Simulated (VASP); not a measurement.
# Cl2Sn in VASP: further runs

The runs below take Cl2Sn through single point, relaxation of the atoms, atomic charges, electron localisation function, with PBE, PBE+TS, B3LYP.

All numbers are computed with VASP 6.6.1; they aren't measurements. Logs are shortened: lines on timing, memory, paths and dates and some standing lists are left out, and cuts for length are marked.

## 1. The structure

The cell holds a molecule in a box, 3 atoms: a = 11.000 Å, b = 13.000 Å, c = 11.000 Å, α = 90.00°, β = 90.00°, γ = 90.00°.

## 2. Single point, PBE (atoms moved at random, drawn with an rms of 0.05 Å)

Input file INCAR:

```
SYSTEM = SnCl2
  PREC = Accurate
  ENCUT = 520
  EDIFF = 1E-6
  ISMEAR = 0
  SIGMA = 0.01
  LREAL = .FALSE.
  LASPH = .TRUE.
  NELM = 100
  ALGO = Normal
  ISIF = 2
  LWAVE = .FALSE.
  LCHARG = .TRUE.
  GGA = PE
  LELF = .TRUE.
  LVHAR = .TRUE.
  LVACPOTAV = .TRUE.
  NBANDS = 21
```

Input file KPOINTS:

```
Automatic mesh
0
G
  1 1 1
  0 0 0
```

Input file POSCAR:

```
SnCl2
1.0
   11.0000000000      0.0000000000      0.0000000000
    0.0000000000     13.0000000000      0.0000000000
    0.0000000000      0.0000000000     11.0000000000
Cl Sn
2 1
Direct
    0.5907180000      0.6147340000      0.5509290000
    0.4526610000      0.3865880000      0.4528810000
    0.4146780000      0.5616700000      0.4553130000
```

Potentials or basis: VASP PAW PBE potentials, release 64 (Cl, Sn_d).

The run is started by

```bash
$ cat potpaw_PBE.64/Cl/POTCAR potpaw_PBE.64/Sn_d/POTCAR > POTCAR
$ mpirun -np 1 vasp_gam > vasp.out
```

OUTCAR:

```text
SYSTEM = SnCl2
   PREC = Accurate
   ENCUT = 520
   EDIFF = 1E-6
   ISMEAR = 0
   LREAL = .FALSE.
   LASPH = .TRUE.
   NELM = 100
   ISIF = 2
   GGA = PE

 ion  position               nearest neighbor table
   1  0.591  0.615  0.551-   3 2.31
   2  0.453  0.387  0.453-   3 2.31
   3  0.415  0.562  0.455-   1 2.31   2 2.31

  LATTYP: Found a simple tetragonal cell.
 ALAT       =    11.0000000000
 C/A-ratio  =     1.1818181818

  Lattice vectors:

 A1 = ( -11.0000000000,   0.0000000000,   0.0000000000)
 A2 = (   0.0000000000,   0.0000000000,  11.0000000000)
 A3 = (   0.0000000000,  13.0000000000,   0.0000000000)

Analysis of symmetry for initial positions (statically):
=====================================================================
 Subroutine PRICEL returns:
 Original cell was already a primitive cell.

 Routine SETGRP: Setting up the symmetry group for a
 simple tetragonal supercell.

 Subroutine GETGRP returns: Found  1 space group operations
 (whereof  1 operations were pure point group operations)
 out of a pool of 16 trial point group operations.

The static configuration has the point symmetry C_1 .

Analysis of symmetry for dynamics (positions and initial velocities):
=====================================================================
 Subroutine PRICEL returns:
 Original cell was already a primitive cell.

 Routine SETGRP: Setting up the symmetry group for a
 simple tetragonal supercell.

 Subroutine GETGRP returns: Found  1 space group operations
 (whereof  1 operations were pure point group operations)
 out of a pool of 16 trial point group operations.

The dynamic configuration has the point symmetry C_1 .

 Subroutine INISYM returns: Found  1 space group operations
 (whereof  1 operations are pure point group operations),
 and found     1 'primitive' translations

----------------------------------------------------------------------------------------

                                     Primitive cell

  volume of cell :    1573.0000

  direct lattice vectors                    reciprocal lattice vectors
    11.000000000  0.000000000  0.000000000     0.090909091  0.000000000  0.000000000
     0.000000000 13.000000000  0.000000000     0.000000000  0.076923077  0.000000000
     0.000000000  0.000000000 11.000000000     0.000000000  0.000000000  0.090909091
[... 51 lines left out ...]
   NGXF,Y,Z  is equivalent  to a cutoff of  25.39, 25.06, 25.39 a.u.
 SYSTEM =  SnCl2
   PREC   = accura    normal or accurate (medium, high low for compatibility)
   ISTART =      0    job   : 0-new  1-cont  2-samecut
   ICHARG =      2    charge: 1-file 2-atom 10-const
   ISPIN  =      1    spin polarized calculation?
   LNONCOLLINEAR =      F non collinear calculations
   LSORBIT =      F    spin-orbit coupling
   LASPH  =      T    aspherical Exc in radial PAW
   ENCUT  =  520.0 eV  38.22 Ry    6.18 a.u.  20.45 24.17 20.45*2*pi/ulx,y,z
   NELM   =    100;   NELMIN=  2; NELMDL= -5     # of ELM steps
   EDIFF  = 0.1E-05   stopping-criterion for ELM
[... 8 lines left out ...]
   TEBEG  =    0.0;   TEEND  =   0.0 temperature during run
   PSTRESS=    0.0 pullay stress
   NELECT =      28.0000    total number of electrons
   NUPDOWN=      -1.0000    fix difference up-down
   EMIN   =  10.00;   EMAX   =-10.00  energy-range for DOS
   EFERMI =   0.00;   METHOD = LEGACY
   ISMEAR =     0;   SIGMA  =   0.01  broadening in eV -4-tet -1-fermi 0-gaus
   EFERMI_NEDOS =   21; number of points for ismear=-14 and -15
   IALGO  =     38    algorithm
   IMIX   =      4    mixing-type and parameters
     AMIX     =   0.40;   BMIX     =  1.00
     AMIX_MAG =   1.60;   BMIX_MAG =  1.00
  volume/ion in A,a.u.               =     524.33      3538.38
  Fermi-wavevector in a.u.,A,eV,Ry     =   0.427449  0.807762  2.485960  0.182713
  Thomas-Fermi vector in A             =   1.394107
   LORBIT       =      0    0 simple, 1 ext, 2 COOP (PROOUT), +10 PAW based schemes
   GGA     = PE    functional components
   LHFCALC =     F    Hartree Fock is set to
   AEXX    =    0.0000 exact exchange contribution
   IVDW    =     0    specifies the selected vdW correction
   LEPSILON=     F    determine dielectric tensor
   LRPA    =     F    only Hartree local field effects (RPA)
 non-spin polarized calculation
 Gauss-broadening in eV      SIGMA  =   0.01
  energy-cutoff  :      520.00
  volume of cell :     1573.00
 maximum number of plane-waves:     21209
 NGX is ok and might be reduce to    84
   NGX = 41   NGY = 49   NGZ = 41

 number of electron      28.0000005 magnetization

 Free energy of the ion-electron system (eV)
  ---------------------------------------------------
  ext. energy  EPLUGINS =         0.00000000
  ---------------------------------------------------
  free energy    TOTEN  =        -9.63471043 eV

  energy without entropy =       -9.63471043  energy(sigma->0) =       -9.63471043

 E-fermi :  -6.3218     XC(G=0):  -0.9787

 val. band max:       -6.4154269451   @ k =   0.0000   0.0000   0.0000
 cond. band min:      -3.2278167141   @ k =   0.0000   0.0000   0.0000
 fundamental gap:      3.1876102310
 Fermi energy:        -6.3218354179

 k-point     1 :       0.0000    0.0000    0.0000
  band No.  band energies     occupation
      1     -26.4284      2.00000
      2     -26.3206      2.00000
      3     -26.2981      2.00000
      4     -26.2736      2.00000
      5     -26.1122      2.00000
      6     -19.9565      2.00000
[... 13 lines left out ...]
     20       0.9928      0.00000
     21       1.0427      0.00000

------------------------ aborting loop because EDIFF is reached ----------------------------------------

  FORCE on cell =-STRESS in cart. coord.  units (eV):
  Direction    XX          YY          ZZ          XY          YZ          ZX
  --------------------------------------------------------------------------------------
  -------------------------------------------------------------------------------------
  Total        1.8814992      2.5749946      0.5174182      0.2396925      0.3956286      1.0086228
  in kB        1.9163988      2.6227578      0.5270157      0.2441386      0.4029670      1.0273316
  external PRESSURE =       1.6887241 kB  Pullay stress =       0.0000000 kB

 VOLUME and BASIS-vectors are now :
 -----------------------------------------------------------------------------
  energy-cutoff  :      520.00
  volume of cell :     1573.00
      direct lattice vectors                 reciprocal lattice vectors
    11.000000000  0.000000000  0.000000000     0.090909091  0.000000000  0.000000000
     0.000000000 13.000000000  0.000000000     0.000000000  0.076923077  0.000000000
     0.000000000  0.000000000 11.000000000     0.000000000  0.000000000  0.090909091

 POSITION                                       TOTAL-FORCE (eV/Angst)
 -----------------------------------------------------------------------------------
      6.49790      7.99154      6.06022         0.960372      0.349999      0.523044
      4.97927      5.02564      4.98169         0.185191     -1.042610     -0.015571
      4.56146      7.30171      5.00844        -1.145563      0.692611     -0.507474
 -----------------------------------------------------------------------------------
    total drift:                               -0.000177     -0.000295      0.000102

  FREE ENERGIE OF THE ION-ELECTRON SYSTEM (eV)
  ---------------------------------------------------
  free  energy   TOTEN  =        -9.6347104267 eV

  energy  without entropy=       -9.6347104267  energy(sigma->0) =       -9.63471043
```

OSZICAR:

```text
N       E                     dE             d eps       ncg     rms          rms(c)
DAV:   1     0.233916418833E+03    0.23392E+03   -0.89989E+03    50   0.815E+02
DAV:   2     0.505307357366E+02   -0.18339E+03   -0.18049E+03    71   0.180E+02
DAV:   3    -0.712969499091E+01   -0.57660E+02   -0.57484E+02    60   0.862E+01
[... 17 lines left out ...]
DAV:  21    -0.963470361389E+01   -0.81774E-05   -0.30496E-07    42   0.208E-03    0.376E-04
DAV:  22    -0.963470713274E+01   -0.35188E-05   -0.99510E-08    47   0.150E-03    0.455E-04
DAV:  23    -0.963470843308E+01   -0.13003E-05   -0.19645E-08    52   0.734E-04    0.373E-04
DAV:  24    -0.963471032745E+01   -0.18944E-05   -0.10035E-07    34   0.884E-04    0.192E-04
DAV:  25    -0.963471042670E+01   -0.99245E-07    0.11486E-09    52   0.338E-04
   1 F= -.96347104E+01 E0= -.96347104E+01  d E =-.512799E-40
```

Wall time 2.6 min (1 thread of Intel Xeon Platinum 8375C at 2.90GHz (Ice Lake), shared host); peak memory 1.1 GiB.

Results:

```
Free energy                     : -9.6347 eV
Largest force                   : 1.432 eV/Å
Gap between the frontier levels : 3.19 eV
```

Forces on the atoms (eV/Å):
```
Cl   0.960  0.350  0.523
Cl   0.185 -1.043 -0.016
Sn  -1.146  0.693 -0.507
```

Levels at points of the mesh, in eV from the valence-band top:
| k point | band 10 | band 11 | band 12 | band 13 | band 14 | band 15 | band 16 | band 17 | band 18 | band 19 |
| --- | --- | --- | --- | --- | --- | --- | --- | --- | --- | --- |
| (0.00, 0.00, 0.00) | -1.50 | -1.49 | -0.97 | -0.64 | 0.00 | 3.19 | 5.48 | 5.62 | 6.26 | 7.25 |

Caveat: spin-orbit coupling is left out, which moves the levels of the heavy elements.

## 3. Relaxation of the atoms, PBE (atoms moved at random, drawn with an rms of 0.02 Å)

Input file INCAR:

```
PREC = Accurate
ENCUT = 520
EDIFF = 1E-6
ISMEAR = 0
SIGMA = 0.01
LREAL = False
LASPH = True
NELM = 100
ALGO = Normal
ISIF = 2
LWAVE = False
LCHARG = False
GGA = PE
IBRION = 2
NSW = 40
EDIFFG = -0.02
```

Input file KPOINTS:

```
regular mesh
0
Gamma
  1 1 1
```

Input file POSCAR:

```
SnCl2
1.0
   11.0000000000      0.0000000000      0.0000000000
    0.0000000000     13.0000000000      0.0000000000
    0.0000000000      0.0000000000     11.0000000000
Cl Sn
2 1
Direct
    0.5905920000      0.6172050000      0.5545160000
    0.4519690000      0.3854420000      0.4520720000
    0.4120570000      0.5636190000      0.4536970000
```

Potentials or basis: VASP PAW PBE potentials, release 64 (Cl, Sn_d).

The run is started by

```bash
$ cat potpaw_PBE.64/Cl/POTCAR potpaw_PBE.64/Sn_d/POTCAR > POTCAR
$ mpirun -np 1 vasp_gam > vasp.out
```

It took 8.4 min on 1 thread of Intel Xeon Platinum 8375C at 2.90GHz (Ice Lake), shared host; peak memory 1.2 GiB.

It converged, with:

| Quantity | Value |
| --- | --- |
| Free energy | -9.7196 eV |
| Energy gained by relaxing | 4.7 meV/atom |
| Ionic steps | 8 |
| Largest force after relaxing | 0.005 eV/Å |
| Gap between the frontier levels | 3.14 eV |

Forces in eV/Å, atoms in the order of the input:
```
Cl  -0.003 -0.001 -0.001
Cl   0.000 -0.004 -0.001
Sn   0.003  0.004  0.002
```

The path:
```csv
step,energy change (eV),largest force (eV/Å),pressure (GPa)
1,0.0000,0.5099,0.06
2,-0.0123,0.1126,-0.01
3,-0.0125,0.0508,0.00
4,-0.0128,0.0452,0.00
5,-0.0135,0.0342,0.00
6,-0.0141,0.0293,0.00
7,-0.0140,0.0495,-0.01
8,-0.0141,0.0054,0.00
```

Final structure:
```xyz
3
Lattice="11.0000 0.0000 0.0000 0.0000 13.0000 0.0000 0.0000 0.0000 11.0000" Properties=species:S:1:pos:R:3 pbc="T T T"
Cl    6.5145    8.0539    6.1128
Cl    4.9578    4.9776    4.9616
Sn    4.5285    7.3300    4.9887
```

Levels at points of the mesh, in eV from the valence-band top:
```tsv
k point	band 10	band 11	band 12	band 13	band 14	band 15	band 16	band 17	band 18
(0.00, 0.00, 0.00)	-1.16	-1.11	-0.67	-0.38	0.00	3.14	5.32	5.37	6.40
```

Caveat: spin-orbit coupling is left out, which moves the levels of the heavy elements.

## 4. Atomic charges, PBE+TS

Input file INCAR:

```
SYSTEM = SnCl2
  PREC = Accurate
  ENCUT = 520
  EDIFF = 1E-6
  ISMEAR = 0
  SIGMA = 0.01
  LREAL = .False.
  LASPH = .True.
  NELM = 100
  ALGO = Normal
  ISIF = 2
  LWAVE = .False.
  LCHARG = .True.
  GGA = PE
  IVDW = 2
  LORBIT = 11
  LELF = .True.
  LVHAR = .True.
  LVACPOTAV = .True.
```

Input file KPOINTS:

```
regular mesh
0
Gamma
  1 1 1
  0 0 0
```

Input file POSCAR:

```
SnCl2
1.0
   11.0000000000      0.0000000000      0.0000000000
    0.0000000000     13.0000000000      0.0000000000
    0.0000000000      0.0000000000     11.0000000000
Cl Sn
2 1
Direct
    0.5898681800      0.6179692300      0.5553000000
    0.4514681800      0.3852615400      0.4508818200
    0.4124954500      0.5639846200      0.4523363600
```

The run is started by

```bash
$ cat potpaw_PBE.64/Cl/POTCAR potpaw_PBE.64/Sn_d/POTCAR > POTCAR
$ mpirun -np 1 vasp_gam > vasp.out
```

It took 2.4 min on 1 thread of Intel Xeon Platinum 8375C at 2.90GHz (Ice Lake), shared host; peak memory 1.1 GiB.

It converged, with:

```yaml
Free_energy: -9.7203 eV
Largest_force: 0.466 eV/Å
Gap_between_the_frontier_levels: 3.17 eV
Valence_electrons_inside_the_program's_atomic_spheres: Cl 5.11; Sn 12.13
Hirshfeld_charges: Cl -0.22; Sn +0.45 e
Dispersion_energy_per_atom: -0.004 eV
```

Forces on the atoms (eV/Å):
```
Cl   0.317  0.139  0.188
Cl   0.047 -0.371 -0.014
Sn  -0.365  0.232 -0.174
```

Levels at points of the mesh, in eV from the valence-band top:
| k point | band 10 | band 11 | band 12 | band 13 | band 14 | band 15 | band 16 | band 17 | band 18 |
| --- | --- | --- | --- | --- | --- | --- | --- | --- | --- |
| (0.00, 0.00, 0.00) | -1.27 | -1.24 | -0.76 | -0.46 | 0.00 | 3.17 | 5.38 | 5.48 | 6.36 |

Caveat: spin-orbit coupling is left out, which moves the levels of the heavy elements.

## 5. Electron localisation function, PBE

Input file INCAR:

```
SYSTEM = SnCl2
PREC     = Accurate       ! precision mode
ENCUT    = 520            ! plane-wave cutoff, eV
EDIFF    = 1E-6           ! SCF threshold, eV
ISMEAR   = 0              ! smearing method
SIGMA    = 0.01           ! smearing width, eV
LREAL    = .FALSE.        ! projectors in reciprocal space
LASPH    = .TRUE.         ! aspherical terms in the spheres
NELM     = 80             ! most SCF steps
ALGO     = Fast           ! electronic algorithm
ISIF     = 2              ! what is computed and relaxed
LWAVE    = .FALSE.        ! write WAVECAR
LCHARG   = .TRUE.         ! write CHGCAR
GGA      = PE             ! functional
LELF     = .TRUE.         ! ELF
```

Input file KPOINTS:

```
Automatic mesh
0
G
  1 1 1
  0 0 0
```

POSCAR is that of step 4.

The run is started by

```bash
$ cat potpaw_PBE.64/Cl/POTCAR potpaw_PBE.64/Sn_d/POTCAR > POTCAR
$ mpirun -np 1 vasp_gam > vasp.out
```

It took 2.5 min on 1 thread of Intel Xeon Platinum 8375C at 2.90GHz (Ice Lake), shared host; peak memory 1.1 GiB.

The run converged. Its results:

```yaml
Free_energy: -9.7086 eV
Largest_force: 0.465 eV/Å
Gap_between_the_frontier_levels: 3.17 eV
```

Forces on the atoms (eV/Å):
```
Cl   0.309  0.124  0.182
Cl   0.055 -0.355 -0.009
Sn  -0.364  0.231 -0.173
```

Levels at points of the mesh, in eV from the valence-band top:
```tsv
k point	band 11	band 12	band 13	band 14	band 15	band 16	band 17	band 18
(0.00, 0.00, 0.00)	-1.24	-0.76	-0.46	0.00	3.17	5.38	5.48	6.36
```

Caveat: spin-orbit coupling is left out, which moves the levels of the heavy elements. PBE gaps usually lie below the measured ones, often by a third to a half.

## 6. Single point, B3LYP

POSCAR is that of step 5.

Input file INCAR.step1:

```
SYSTEM = SnCl2
PREC = Accurate ; ENCUT = 520
EDIFF = 1E-5 ; ISMEAR = 0
SIGMA = 0.01 ; LREAL = .FALSE.
LASPH = .TRUE. ; NELM = 60
ALGO = Normal ; ISIF = 2
LWAVE = .TRUE. ; LCHARG = .FALSE.
NBANDS = 21 ; GGA = PE
```

Input file INCAR.step2:

```
SYSTEM = SnCl2
PREC = Accurate ; ENCUT = 520
EDIFF = 1E-6 ; ISMEAR = 0
SIGMA = 0.01 ; LREAL = .FALSE.
LASPH = .TRUE. ; NELM = 60
ALGO = Normal ; ISIF = 2
LWAVE = .FALSE. ; LCHARG = .FALSE.
GGA = B3 ; LHFCALC = .TRUE.
AEXX = 0.2 ; AGGAX = 0.72
AGGAC = 0.81 ; ALDAC = 0.19
PRECFOCK = Fast ; NBANDS = 21
ISTART = 1
```

KPOINTS is that of step 5.

Potentials or basis: VASP PAW PBE potentials, release 64 (Cl, Sn_d).

The run is started by

```bash
$ cat potpaw_PBE.64/Cl/POTCAR potpaw_PBE.64/Sn_d/POTCAR > POTCAR
$ cp INCAR.step1 INCAR
$ mpirun -np 1 vasp_gam > vasp.out
$ cp INCAR.step2 INCAR
$ mpirun -np 1 vasp_gam > vasp.out
```

Wall time 7.2 min (1 thread of Intel Xeon Platinum 8375C at 2.90GHz (Ice Lake), shared host); peak memory 1.1 GiB.

Results (log left out):

```yaml
Free_energy: -12.0018 eV
Largest_force: 0.505 eV/Å
Gap_between_the_frontier_levels: 4.51 eV
```

Forces in eV/Å, atoms in the order of the input:
```
Cl   0.337  0.134  0.197
Cl   0.059 -0.384 -0.009
Sn  -0.396  0.250 -0.188
```

Levels at points of the mesh, in eV from the valence-band top:
| k point | band 10 | band 11 | band 12 | band 13 | band 14 | band 15 | band 16 | band 17 | band 18 | band 19 |
| --- | --- | --- | --- | --- | --- | --- | --- | --- | --- | --- |
| (0.00, 0.00, 0.00) | -1.48 | -1.41 | -0.92 | -0.64 | 0.00 | 4.51 | 6.74 | 6.88 | 7.47 | 8.44 |

Caveat: the PAW data sets were made with another functional, which shifts forces and pressure a little; spin-orbit coupling is left out, which moves the levels of the heavy elements.

## 7. Overview

| task | level | cell | grid for exact exchange (PRECFOCK) | exchange at q = 0 | gap on the mesh (eV) | largest force (eV/Å) |
| --- | --- | --- | --- | --- | --- | --- |
| single point | PBE | atoms moved at random, drawn with an rms of 0.05 Å | - | - | 3.19 | 1.43 |
| relaxation of the atoms | PBE | atoms relaxed from: atoms moved at random, drawn with an rms of 0.02 Å | - | - | 3.14 | 0.01 |
| atomic charges | PBE+TS | as given | - | - | 3.17 | 0.47 |
| electron localisation function | PBE | as given | - | - | 3.17 | 0.46 |
| single point | B3LYP | as given | Fast | default | 4.51 | 0.50 |

Alike in all rows: potentials or basis VASP PAW PBE potentials, release 64 (Cl, Sn_d); no spin polarisation; k mesh 1 × 1 × 1; cutoff (eV) 520; smearing gaussian 0.01 eV.

On the cell as given the gap runs from 3.17 eV (PBE+TS) to 4.51 eV (B3LYP).

Caveats: spin-orbit coupling is left out, which moves the levels of the heavy elements; the PAW data sets were made with another functional, which shifts forces and pressure a little (some runs).

Total energies depend on the potentials used, so only differences within one code and one set of settings carry meaning.
